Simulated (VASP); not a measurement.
Ba (space group Im-3m): the measured cell of entry 9008529 of the Crystallography Open Database is

Ba is taken in the cubic space group Im-3m (No. 229), the bcc (W type) structure, Pearson symbol cI2. Cell: a = 5.0250 Å, b = 5.0250 Å, c = 5.0250 Å, α = 90.00°, β = 90.00°, γ = 90.00°. Ba on 2a has 8 Ba at 4.352 Å and 6 Ba at 5.025 Å. (Neighbours: up to the widest gap in distance over summed covalent radii, below 1.35, at either atom.)
(The calculation used a cell of 1 atom; values per cell refer to that cell.)

All values below come from r2SCAN meta-GGA, VASP's PBE PAW potentials (set 64) (plane waves; VASP). Settings: 400 eV cut-off, 11×11×11 Γ-centred mesh, tetrahedra with Blöchl corrections, potentials Ba_sv.

The calculation is for a static lattice at zero pressure; the measurement, whose temperature isn't given here, holds thermal and zero-point expansion. The entry's conditions were not checked, so it may have been measured under pressure.

Problem. How far does the relaxed conventional cell lie from the measured one?

Solution. 
```tsv
	measured	computed	difference
a (Å)	5.025	5.079	+1.1 %
V (Å³/atom)	63.44	65.51	+3.3 %
```

The structure comes from a measured Ba entry (Im-3m) of the Crystallography Open Database, whose conditions weren't checked. It was relaxed first. Symmetry was kept, so distortions that lower it aren't found.
